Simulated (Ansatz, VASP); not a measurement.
# Zn in two plane-wave programs, part 3 of 3

One calculation is typed for both programs; each brings its own data sets. How far apart do they land? Of the first pair: The structure shown is frame 250 of Ansatz's trajectory.

VASP 6.6.1 and Ansatz 0.2.0.

So far. Step 6 (VASP: single point, LDA, pair 2): The run ends at a pressure of 0.92 GPa, with forces up to 1.7 eV/Å.

### Step 9. VASP: single point, LDA, pair 3

Level of this step: LDA; plane waves and PAW (Zn) (VASP).

The same cell, functional (in two slightly different forms), mesh and smearing now go to VASP, with its own data sets.

Input file INCAR:

```
SYSTEM = Zn
PREC = Accurate
ENCUT = 400
EDIFF = 1E-06
NELM = 120
ISMEAR = -1
SIGMA = 0.062
LREAL = Auto
ALGO = Normal
GGA = PW92
NBANDS = 336
LORBIT = 11
LWAVE = .FALSE.
LCHARG = .FALSE.
ISIF = 2
LASPH = .TRUE.
GGA_COMPAT = .FALSE.
EFERMI = MIDGAP
NCORE = 2
```

Input file POSCAR:

```
Zn
1.0
    9.2567000000      0.0000000000      0.0000000000
    0.0000000000      9.2567000000      0.0000000000
    0.0000000000      0.0000000000      9.2567000000
Zn
48
Direct
    0.3968692947      0.0379292837      0.1089373103
    0.8930396362      0.3874274850      0.4513595558
    0.7213369775      0.5913446477      0.4500523945
    0.1677163568      0.9145159722      0.1582097292
    0.4096276211      0.9377639980      0.5383560016
    0.5282228008      0.1184331349      0.3567902168
    0.1297006493      0.3666749490      0.5777004764
    0.0755236747      0.4602504132      0.0542201865
    0.8463167219      0.4978340013      0.2134021844
    0.3534953061      0.2603735673      0.9125390258
    0.6286365551      0.0700897728      0.6251795996
    0.9534283276      0.8965830155      0.0132552638
    0.2750872341      0.6765694038      0.6073546728
    0.8887508507      0.6552119006      0.9499281601
    0.5929326866      0.2162109607      0.0608100079
    0.4103406181      0.2169779727      0.6422267115
    0.9941987965      0.7781606836      0.7199217864
    0.7821253795      0.1105037432      0.9222293042
    0.1816738146      0.9729925351      0.6271133341
    0.8986895978      0.9546814740      0.5649205440
    0.1239750667      0.8101159160      0.4260913717
    0.8095757667      0.7586180820      0.2559443430
    0.1389480052      0.5293355083      0.7862953320
    0.9936694502      0.0303779965      0.8045307723
    0.8736374734      0.2434020763      0.6568107425
    0.0378104508      0.6732852961      0.1792215368
    0.7279484049      0.8745989391      0.7823954541
    0.5078267633      0.0232372228      0.8643901174
    0.1118865254      0.2713494010      0.8227230006
    0.1048537816      0.3168623808      0.3248457874
    0.6462346192      0.3402400423      0.5531236834
    0.0179437597      0.0316743548      0.3392353647
    0.2374604341      0.5314961055      0.3708124926
    0.6161375004      0.8616137500      0.4062786954
    0.7049920598      0.5756587121      0.7583155984
    0.6985534802      0.9916925038      0.1746734797
    0.8870331760      0.2008491147      0.1745330409
    0.8478615489      0.3614030918      0.9535471604
    0.7746497132      0.1124806897      0.4116585824
    0.3907764106      0.4743267039      0.6961228083
    0.5177763134      0.6906132855      0.5842470859
    0.4364298292      0.3966208260      0.4344960947
    0.1417459786      0.1750407813      0.0689878682
    0.2737476639      0.1496861733      0.3853641146
    0.2485767066      0.9942204025      0.9048689058
    0.6355396632      0.3246945456      0.8188015167
    0.6652154656      0.3421845798      0.2896280532
    0.3778560394      0.3217129215      0.1786489786
```

Input file KPOINTS:

```
Automatic mesh
0
Gamma
1 1 1
0 0 0
```

The projector-augmented-wave data sets are Zn (LDA family, release 64).

Launch:

```console
$ mpirun -np 8 vasp_gam
```

Numbers of over 12 decimals in the logs are rounded to 6 here.

The log of the run:

```text
[... set-up lines as in an earlier step ...]
 entering main loop
       N       E                     dE             d eps       ncg     rms          rms(c)
DAV:   1     0.639653196311E+04    0.63965E+04   -0.23942E+05   672   0.261E+03
DAV:   2     0.985675038837E+03   -0.54109E+04   -0.52913E+04   672   0.665E+02
DAV:   3     0.567208542218E+01   -0.98000E+03   -0.93136E+03   696   0.219E+02
DAV:   4    -0.782755641216E+02   -0.83948E+02   -0.79271E+02   704   0.717E+01
[...]
DAV:  16    -0.718629262901E+02   -0.28409E-05   -0.37983E-05   688   0.352E-02    0.950E-03
DAV:  17    -0.718629269081E+02   -0.61803E-06   -0.11826E-05   696   0.212E-02    0.649E-03
DAV:  18    -0.718629268206E+02    0.87472E-07   -0.19350E-06   416   0.110E-02
   1 F= -.71862927E+02 E0= -.71790707E+02  d E =-.144440E+00
```

From OUTCAR (step 9):

```text
  Total       18.0226913      0.7958159      9.3320465     -1.9617121      1.7382093     -0.0301065
  in kB       36.4050524      1.6075135     18.8503278     -3.9625731      3.5111071     -0.0608139
  external PRESSURE =      18.9542979 kB  Pullay stress =       0.0000000 kB

 POSITION                                       TOTAL-FORCE (eV/Angst)
 -----------------------------------------------------------------------------------
      3.67370      0.35110      1.00840         0.510342      0.535832      0.665687
      8.26660      3.58630      4.17810         0.256739      0.039735     -0.288807
      6.67720      5.47390      4.16600        -0.326097      0.225240     -0.236883
      1.55250      8.46540      1.46450        -0.047532     -0.122343      0.533047
      3.79180      8.68060      4.98340        -0.198482      0.056124     -0.020633
      4.88960      1.09630      3.30270        -0.642517      0.206294     -0.348290
      1.20060      3.39420      5.34760         0.189635     -0.399022     -0.070621
      0.69910      4.26040      0.50190         0.116064     -1.128983     -0.255470
      7.83410      4.60830      1.97540         0.744888     -0.030383     -0.370654
      3.27220      2.41020      8.44710         0.887210      0.115415      0.100356
      5.81910      0.64880      5.78710         0.610106     -0.180913      0.381649
      8.82560      8.29940      0.12270        -0.537476     -0.095063      0.890280
      2.54640      6.26280      5.62210        -1.579013      1.018969     -0.379017
      8.22690      6.06510      8.79320        -0.071491     -0.700552     -0.481622
[...]
-----------------------------------------------------------------------------------
    total drift:                                0.001727      0.006737     -0.003862

  FREE ENERGIE OF THE ION-ELECTRON SYSTEM (eV)
  ---------------------------------------------------
  free  energy   TOTEN  =       -71.8629268206 eV

  energy  without entropy=      -71.7184870005  energy(sigma->0) =      -71.79070691

[... 2 parts as in an earlier step ...]

[... 1 further part left out ...]
[key lines of the parts left out:]
E-fermi :   2.0325
```

The run ends at a pressure of 1.90 GPa, with forces up to 1.9 eV/Å.

### Step 10. Comparison

Forces on 7 of the 48 atoms, those with the largest forces and the largest differences (eV/Å; atoms numbered as in POSCAR):

```tsv
atom	Ansatz x, y, z	VASP x, y, z
Zn8	0.089, -1.107, -0.249	0.116, -1.129, -0.255
Zn13	-1.544, 0.997, -0.385	-1.579, 1.019, -0.379
Zn26	0.870, 0.957, 0.330	0.903, 0.975, 0.345
Zn30	-0.642, -0.152, -1.532	-0.657, -0.147, -1.564
Zn33	-0.495, 1.232, -0.392	-0.510, 1.270, -0.409
Zn45	-0.695, 0.152, -1.052	-0.703, 0.120, -1.074
Zn46	-0.876, -0.525, -0.605	-0.908, -0.526, -0.615
```

The forces differ by 14 meV/Å r.m.s., which is 2.7 % of the r.m.s. force of 0.510 eV/Å (both taken over all components).

### Step 11. Results

```yaml
r_m_s_force_difference_single_point_lda_pair_1: 3.0 % of the r.m.s. force
r_m_s_force_difference_single_point_lda_pair_2: 2.9 % of the r.m.s. force
r_m_s_force_difference_single_point_lda_pair_3: 2.7 % of the r.m.s. force
```

The r.m.s. force difference is 3.0 % of the r.m.s. force (single point, LDA, pair 1), at about the 3 % picked in this series as the mark of a large difference. Such differences can come from data sets, numerical settings and the points named under the comparisons, not from the functional's error against experiment.

[Lines on the potential files, build, host, timing and source positions are cut from VASP's logs without a mark.]

[Logs are printed without paths, hosts, clocks, repeated set-up lines and the standing remarks that a program may print on its own settings, such as how far it seeks lower states.]

[Hosts, paths, dates, database ids (printed as entryN), source tags and the programs' standing remarks are cut or masked in the printed files.]
